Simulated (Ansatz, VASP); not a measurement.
# TaSeF and spin-orbit coupling, program beside program

The cell as given:

The structure is tetragonal, space group P4/mmm (No. 123). The conventional cell has a = 3.670 Å, b = 3.670 Å, c = 4.145 Å, α = 90.00°, β = 90.00°, γ = 90.00°. Around Ta (site symmetry 4/mmm) lie 2 F at 2.07 Å. Se (site symmetry 4/mmm) is surrounded by 4 Ta at 2.59 Å. F (site symmetry 4/mmm) is surrounded by 2 Ta at 2.07 Å.

The cell comes from a database or a generator and needn't be the stable form of this composition.

Kept alike: task relaxation of cell and atoms; functional PBE; k mesh 5 × 5 × 5; occupations fermi-dirac, width 0.05 eV. The mesh is that of the run's cell of 3 atoms.

- A: Ansatz, Ansatz PAW, cutoff 420 eV
- B: VASP, PBE PAW files F, Se, Ta_pv, 600 eV

```csv
spin-orbit coupling,A: volume (Å³/atom),B: volume (Å³/atom)
off,18.578,18.594
on,18.640,18.706
```

Values hold for each row's relaxed cell, which stops near the pressure aimed at (zero). Ansatz's stress holds its Pulay term.

Question: How large is the effect of spin-orbit coupling, and do the programs agree on it?

Answer: From off to on the volume moves by +0.062 in A, +0.112 in B (Å³/atom). Row by row the programs differ by 0.016 to 0.066, and the shifts point the same way but differ by 45 % of the larger.
